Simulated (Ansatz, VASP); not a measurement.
This is a calculation of SrMg6Si for Ansatz 0.2.0. The cell comes from a database or a generator and needn't be the stable form of this composition.

input.yaml

```yaml
crystal:
  lattice:
    - [4.909018, 0.0, 0.0]
    - [0.0, 3.025564, 6.760919]
    - [0.0, -3.025564, 6.760919]
  atoms:
    - { symbol: Sr, position: [0.5, 0.697632, 0.697632] }
    - { symbol: Si, position: [0.5, 0.115254, 0.115254] }
    - { symbol: Mg, position: [0.0, 0.862789, 0.862789] }
    - { symbol: Mg, position: [0.0, 0.299723, 0.299723] }
    - { symbol: Mg, position: [0.0, 0.320916, 0.83004] }
    - { symbol: Mg, position: [0.0, 0.83004, 0.320916] }
    - { symbol: Mg, position: [0.5, 0.192136, 0.681504] }
    - { symbol: Mg, position: [0.5, 0.681504, 0.192136] }
hamiltonian:
  xc: pbe
  pseudopotentials: { kind: paw }
kpoints:
  mp_grid: { grid: [6, 5, 5] }
scf:
  occupations: { method: fermi_dirac, width: 0.05 }
output:
  forces: true
  stress: true
  eigenvalues: true
```

Potentials or basis: Ansatz PAW.

Run with:

```sh
$ ansatz run input.yaml --threads 4 --pin off --max-ram 10240MiB --backend cpu --events-out ev --progress --plain --runs-dir out
```

Question: Translate it to VASP 6.6.1. Potentials or basis there: PBE PAW files Mg, Si, Sr_sv, 520 eV.

Answer: As run (cutoffs and basis follow the program's own potentials, and thresholds, step limits or extra output files can differ):

INCAR

```
ALGO = Normal
EDIFF = 1E-7
ENCUT = 520
GGA = PE
ISIF = 2
ISMEAR = -1
LASPH = True
LCHARG = False
LREAL = False
LWAVE = False
NBANDS = 23
NELM = 80
PREC = Accurate
SIGMA = 0.05
```

File KPOINTS:

```
k-points
0
Gamma
  6 5 5
```

The input POSCAR:

```
SrMg6Si
1.0
    4.9090180000      0.0000000000      0.0000000000
    0.0000000000      3.0255640000      6.7609190000
    0.0000000000     -3.0255640000      6.7609190000
Sr Si Mg
1 1 6
Direct
    0.5000000000      0.6976320000      0.6976320000
    0.5000000000      0.1152540000      0.1152540000
    0.0000000000      0.8627890000      0.8627890000
    0.0000000000      0.2997230000      0.2997230000
    0.0000000000      0.3209160000      0.8300400000
    0.0000000000      0.8300400000      0.3209160000
    0.5000000000      0.1921360000      0.6815040000
    0.5000000000      0.6815040000      0.1921360000
```

Potentials or basis: VASP PAW PBE potentials, release 64 (Sr_sv, Si, Mg).

Run with:

```sh
$ cat potpaw_PBE.64/Sr_sv/POTCAR potpaw_PBE.64/Si/POTCAR potpaw_PBE.64/Mg/POTCAR > POTCAR
$ mpirun -np 1 vasp_std > vasp.out
```

Both were run:

|  | Ansatz | VASP |
| --- | --- | --- |
| Pressure | 0.1 GPa | 0.1 GPa |
| Largest force | 0.084 eV/Å | 0.082 eV/Å |

Ansatz's pressure holds a Pulay term of +0.00 GPa for its cutoff of 420 eV, which the other run lacks.

The potentials hold 74 and 26 valence electrons a cell.

Where Ansatz's input types no cutoff or centring, it takes its own default and a Γ-centred mesh.

Pressure is positive in compression.
